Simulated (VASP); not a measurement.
Method: PBEsol GGA, VASP's PBE PAW potentials (set 64) (plane waves; VASP 6.6.1).

The input files of a VASP run:

File POSCAR:
```
MgS
1
    0.0000000000     2.5890714753     2.5890714753
    2.5890714753     0.0000000000     2.5890714753
    2.5890714753     2.5890714753     0.0000000000
Mg S
1 1
Direct
  0.0000000000   0.0000000000   0.0000000000
  0.5000000000   0.5000000000   0.5000000000
```

### KPOINTS
```
Automatic mesh
0
gamma
9 9 9
0 0 0
```

### INCAR
```
# general
SYSTEM   = MgS
PREC     = Accurate
ENCUT    = 400
LREAL    = .False.
LASPH    = .True.

# electronic loop
EDIFF    = 1E-8
NELM     = 100
ALGO     = Normal

# smearing
ISMEAR   = 0
SIGMA    = 0.01

# functional
GGA      = PS

# ions
IBRION   = 8
NSW      = 1

# output
LWAVE    = .False.
LCHARG   = .False.

# other
LEPSILON = .True.
```

POTCAR, in this order: Mg S (PBE.64 set). Program: vasp_std.

The resulting files:

File OSZICAR:
```
...
RMM:   3    -0.585698921748E+00   -0.65057E-04   -0.12531E-04   921   0.696E-02
RMM:   4    -0.585700441793E+00   -0.15200E-05   -0.22083E-06   974   0.939E-03
RMM:   5    -0.585700466180E+00   -0.24387E-07   -0.61339E-08   916   0.126E-03
RMM:   6    -0.585700467259E+00   -0.10788E-08   -0.30626E-09   815   0.198E-04
 Linear response to external field (no local field effect), progress :
  Direction:   3
       N       E                     dE             d eps       ncg     rms          rms(c)
RMM:   1    -0.291709165567E+00   -0.29171E+00   -0.93112E-01  1158   0.293E+00
RMM:   2    -0.294917723411E+00   -0.32086E-02   -0.53891E-03   914   0.499E-01
RMM:   3    -0.294951191546E+00   -0.33468E-04   -0.11575E-04   909   0.615E-02
RMM:   4    -0.294951890902E+00   -0.69936E-06   -0.23941E-06   936   0.883E-03
RMM:   5    -0.294951903887E+00   -0.12985E-07   -0.71318E-08   854   0.120E-03
RMM:   6    -0.294951904320E+00   -0.43320E-09   -0.16784E-09   718   0.202E-04
 Linear response to external field, progress :
  Direction:   1
       N       E                     dE             d eps       ncg     rms          rms(c)
RMM:   1    -0.481056091729E+00   -0.48106E+00   -0.18130E+00  2533   0.347E+00
RMM:   2    -0.487816092107E+00   -0.67600E-02   -0.72407E-03  1970   0.576E-01    0.143E+00
RMM:   3    -0.446489071869E+00    0.41327E-01   -0.51070E-02  1846   0.124E+00    0.721E-01
RMM:   4    -0.457479635071E+00   -0.10991E-01   -0.24060E-02  1949   0.901E-01    0.231E-01
RMM:   5    -0.470628817459E+00   -0.13149E-01   -0.10377E-03  1909   0.257E-01    0.564E-02
RMM:   6    -0.470449165045E+00    0.17965E-03   -0.19704E-05  2035   0.358E-02    0.384E-02
RMM:   7    -0.470582080678E+00   -0.13292E-03   -0.51509E-05  1924   0.425E-02    0.959E-03
RMM:   8    -0.470711556837E+00   -0.12948E-03   -0.36480E-06  1970   0.133E-02    0.422E-03
RMM:   9    -0.470691996410E+00    0.19560E-04   -0.19950E-07  2113   0.233E-03    0.672E-04
RMM:  10    -0.470714213197E+00   -0.22217E-04   -0.13003E-06  2113   0.527E-04    0.271E-04
RMM:  11    -0.470713653678E+00    0.55952E-06   -0.14538E-07  1956   0.134E-04    0.102E-04
RMM:  12    -0.470714322100E+00   -0.66842E-06   -0.15939E-07   895   0.474E-05    0.184E-05
RMM:  13    -0.470714376031E+00   -0.53931E-07    0.37524E-09   414   0.423E-05    0.871E-06
 Linear response to external field, progress :
  Direction:   2
       N       E                     dE             d eps       ncg     rms          rms(c)
RMM:   1    -0.480669264979E+00   -0.48067E+00   -0.18091E+00  2539   0.348E+00
RMM:   2    -0.487819758298E+00   -0.71505E-02   -0.71849E-03  1976   0.579E-01    0.143E+00
RMM:   3    -0.446490251053E+00    0.41330E-01   -0.51035E-02  1847   0.124E+00    0.721E-01
RMM:   4    -0.457482694397E+00   -0.10992E-01   -0.24083E-02  1952   0.902E-01    0.231E-01
RMM:   5    -0.470627430579E+00   -0.13145E-01   -0.10414E-03  1914   0.257E-01    0.563E-02
RMM:   6    -0.470447898708E+00    0.17953E-03   -0.19968E-05  2038   0.359E-02    0.383E-02
RMM:   7    -0.470582275495E+00   -0.13438E-03   -0.51622E-05  1936   0.425E-02    0.954E-03
RMM:   8    -0.470711488824E+00   -0.12921E-03   -0.36499E-06  1962   0.133E-02    0.418E-03
RMM:   9    -0.470691897919E+00    0.19591E-04    0.60663E-08  2119   0.234E-03    0.655E-04
RMM:  10    -0.470714213545E+00   -0.22316E-04    0.73221E-07  2096   0.527E-04    0.264E-04
RMM:  11    -0.470713627597E+00    0.58595E-06   -0.32980E-07  1961   0.133E-04    0.989E-05
RMM:  12    -0.470714287552E+00   -0.65995E-06    0.13213E-07   895   0.467E-05    0.175E-05
RMM:  13    -0.470714344401E+00   -0.56849E-07   -0.53024E-09   433   0.415E-05    0.861E-06
 Linear response to external field, progress :
  Direction:   3
       N       E                     dE             d eps       ncg     rms          rms(c)
RMM:   1    -0.480726970205E+00   -0.48073E+00   -0.18097E+00  2536   0.348E+00
RMM:   2    -0.487818557676E+00   -0.70916E-02   -0.71983E-03  1978   0.579E-01    0.143E+00
RMM:   3    -0.446490046603E+00    0.41329E-01   -0.51036E-02  1847   0.124E+00    0.721E-01
RMM:   4    -0.457483398318E+00   -0.10993E-01   -0.24091E-02  1948   0.902E-01    0.231E-01
RMM:   5    -0.470628592168E+00   -0.13145E-01   -0.10411E-03  1908   0.257E-01    0.563E-02
RMM:   6    -0.470448605680E+00    0.17999E-03   -0.19954E-05  2039   0.359E-02    0.383E-02
RMM:   7    -0.470582347033E+00   -0.13374E-03   -0.51635E-05  1939   0.426E-02    0.954E-03
RMM:   8    -0.470711510756E+00   -0.12916E-03   -0.35760E-06  1963   0.133E-02    0.418E-03
RMM:   9    -0.470691914253E+00    0.19597E-04    0.81039E-07  2110   0.234E-03    0.655E-04
RMM:  10    -0.470714216628E+00   -0.22302E-04    0.82795E-07  2098   0.527E-04    0.264E-04
RMM:  11    -0.470713630410E+00    0.58622E-06   -0.15149E-07  1971   0.133E-04    0.987E-05
RMM:  12    -0.470714311096E+00   -0.68069E-06    0.20739E-07   896   0.467E-05    0.176E-05
RMM:  13    -0.470714365914E+00   -0.54818E-07    0.00000E+00   420   0.413E-05    0.853E-06
 Linear response DOF=           2
 Linear response progress:
  Degree of freedom:   1/  2
       N       E                     dE             d eps       ncg     rms          rms(c)
RMM:   1    -0.201227352580E-02   -0.20123E-02   -0.22508E-03  2054   0.487E-01
RMM:   2    -0.180242119721E-02    0.20985E-03   -0.22875E-04  1923   0.120E-01    0.485E-02
RMM:   3    -0.176774031182E-02    0.34681E-04   -0.39982E-05  1938   0.389E-02    0.281E-02
RMM:   4    -0.177129190044E-02   -0.35516E-05   -0.19982E-05  1908   0.278E-02    0.777E-03
RMM:   5    -0.176907117657E-02    0.22207E-05   -0.13358E-06  1929   0.842E-03    0.167E-03
RMM:   6    -0.176932733655E-02   -0.25616E-06   -0.60395E-08  2001   0.205E-03    0.460E-04
RMM:   7    -0.176798203823E-02    0.13453E-05   -0.14844E-08  1986   0.967E-04    0.187E-04
RMM:   8    -0.176797703468E-02    0.50036E-08   -0.32021E-09  2022   0.342E-04    0.246E-05
 Linear response progress:
  Degree of freedom:   2/  2
       N       E                     dE             d eps       ncg     rms          rms(c)
RMM:   1    -0.104629125378E+00   -0.10463E+00    0.30816E-02  2549   0.270E+00
RMM:   2    -0.104581081617E+00    0.48044E-04   -0.12127E-03  1886   0.286E-01    0.101E-01
RMM:   3    -0.105185698085E+00   -0.60462E-03   -0.20826E-04  1773   0.885E-02    0.492E-02
RMM:   4    -0.105859002398E+00   -0.67330E-03   -0.13159E-04  1805   0.674E-02    0.155E-02
RMM:   5    -0.105885361392E+00   -0.26359E-04   -0.85045E-06  1937   0.231E-02    0.896E-03
RMM:   6    -0.105887205082E+00   -0.18437E-05   -0.65430E-08  2049   0.232E-03    0.773E-03
RMM:   7    -0.105901644513E+00   -0.14439E-04   -0.32432E-07  1810   0.338E-03    0.665E-04
RMM:   8    -0.105896723559E+00    0.49210E-05   -0.14119E-08  1948   0.797E-04    0.551E-04
RMM:   9    -0.105895382260E+00    0.13413E-05   -0.88897E-10  2026   0.190E-04    0.135E-04
RMM:  10    -0.105895481482E+00   -0.99223E-07   -0.25800E-08  2101   0.420E-05    0.952E-06
RMM:  11    -0.105895428697E+00    0.52785E-07    0.33465E-08  2066   0.893E-06    0.454E-06
RMM:  12    -0.105895448058E+00   -0.19360E-07   -0.35257E-08  1935   0.415E-06    0.341E-07
RMM:  13    -0.105895451059E+00   -0.30016E-08   -0.94678E-09  1303   0.148E-06    0.242E-07
 Linear response finished
```

OUTCAR:
```
------------------------ aborting loop because EDIFF is reached ----------------------------------------

 HEAD OF MICROSCOPIC STATIC DIELECTRIC TENSOR (INDEPENDENT PARTICLE, excluding Hartree and local field effects)
 ------------------------------------------------------
           6.086805    -0.000000     0.000000
          -0.000000     6.086805    -0.000000
          -0.000000     0.000000     6.086805
 ------------------------------------------------------

 MACROSCOPIC STATIC DIELECTRIC TENSOR (including local field effects in DFT)
 ------------------------------------------------------
           5.496960     0.000000     0.000000
          -0.000000     5.496960     0.000000
           0.000000    -0.000000     5.496960
 ------------------------------------------------------

 PIEZOELECTRIC TENSOR (including local field effects)  for field in x, y, z        (e  Angst)
          XX          YY          ZZ          XY          YZ          ZX
  --------------------------------------------------------------------------------
  x     0.00000     0.00000     0.00000     0.00000     0.00000     0.00000
  y     0.00000     0.00000     0.00000     0.00000     0.00000     0.00000
  z     0.00000     0.00000     0.00000     0.00000     0.00000     0.00000

 PIEZOELECTRIC TENSOR (including local field effects)  for field in x, y, z        (C/m^2)
          XX          YY          ZZ          XY          YZ          ZX
  --------------------------------------------------------------------------------
  x     0.00000     0.00000     0.00000     0.00000     0.00000     0.00000
  y     0.00000     0.00000     0.00000     0.00000     0.00000     0.00000
  z     0.00000     0.00000     0.00000     0.00000     0.00000     0.00000

 BORN EFFECTIVE CHARGES (including local field effects) (in |e|, cummulative output)
 ---------------------------------------------------------------------------------
 ion    1
    1     2.30409    -0.00000     0.00000
    2    -0.00000     2.30409     0.00000
    3     0.00000    -0.00000     2.30409
 ion    2
    1    -2.30409     0.00000    -0.00000
    2     0.00000    -2.30409    -0.00000
    3    -0.00000     0.00000    -2.30409

   1 f  =    7.323440 THz    46.014528 2PiTHz  244.283648 cm-1    30.287299 meV
             X         Y         Z           dx          dy          dz
      0.000000  0.000000  0.000000     0.295420    0.694064    0.000000
      2.589071  2.589071  2.589071    -0.257113   -0.604066    0.000000

   2 f  =    7.323440 THz    46.014528 2PiTHz  244.283648 cm-1    30.287299 meV
             X         Y         Z           dx          dy          dz
      0.000000  0.000000  0.000000     0.000000    0.000000    0.754319
      2.589071  2.589071  2.589071     0.000000    0.000000   -0.656508

   3 f  =    7.323440 THz    46.014528 2PiTHz  244.283648 cm-1    30.287299 meV
             X         Y         Z           dx          dy          dz
      0.000000  0.000000  0.000000     0.694064   -0.295420    0.000000
      2.589071  2.589071  2.589071    -0.604066    0.257113    0.000000

   4 f/i=    0.001177 THz     0.007394 2PiTHz    0.039252 cm-1     0.004867 meV
             X         Y         Z           dx          dy          dz
      0.000000  0.000000  0.000000    -0.094904    0.564483    0.321488
      2.589071  2.589071  2.589071    -0.109043    0.648584    0.369386

   5 f/i=    0.001177 THz     0.007394 2PiTHz    0.039252 cm-1     0.004867 meV
             X         Y         Z           dx          dy          dz
      0.000000  0.000000  0.000000    -0.002680   -0.325238    0.570276
      2.589071  2.589071  2.589071    -0.003079   -0.373695    0.655241

   6 f/i=    0.001177 THz     0.007394 2PiTHz    0.039252 cm-1     0.004867 meV
             X         Y         Z           dx          dy          dz
      0.000000  0.000000  0.000000    -0.649606   -0.081126   -0.049320
      2.589071  2.589071  2.589071    -0.746390   -0.093213   -0.056668

 MACROSCOPIC STATIC DIELECTRIC TENSOR IONIC CONTRIBUTION
 ------------------------------------------------------
           9.122371    -0.000000     0.000000
          -0.000000     9.122371    -0.000000
           0.000000    -0.000000     9.122371
 ------------------------------------------------------

 ELASTIC MODULI CONTR FROM IONIC RELAXATION (kBar)
 Direction    XX          YY          ZZ          XY          YZ          ZX
 --------------------------------------------------------------------------------
 XX           0.0000      0.0000      0.0000      0.0000      0.0000      0.0000
 YY           0.0000      0.0000      0.0000      0.0000      0.0000      0.0000
 ZZ           0.0000      0.0000      0.0000      0.0000      0.0000      0.0000
 XY           0.0000      0.0000      0.0000      0.0000      0.0000      0.0000
 YZ           0.0000      0.0000      0.0000      0.0000      0.0000      0.0000
 ZX           0.0000      0.0000      0.0000      0.0000      0.0000      0.0000
 --------------------------------------------------------------------------------

 PIEZOELECTRIC TENSOR IONIC CONTR  for field in x, y, z        (C/m^2)
          XX          YY          ZZ          XY          YZ          ZX
  --------------------------------------------------------------------------------
  x     0.00000     0.00000     0.00000     0.00000     0.00000     0.00000
  y     0.00000     0.00000     0.00000     0.00000     0.00000     0.00000
  z     0.00000     0.00000     0.00000     0.00000     0.00000     0.00000
```
(Selected blocks of OUTCAR.)

The compound is MgS in the rock salt structure. It was relaxed first.
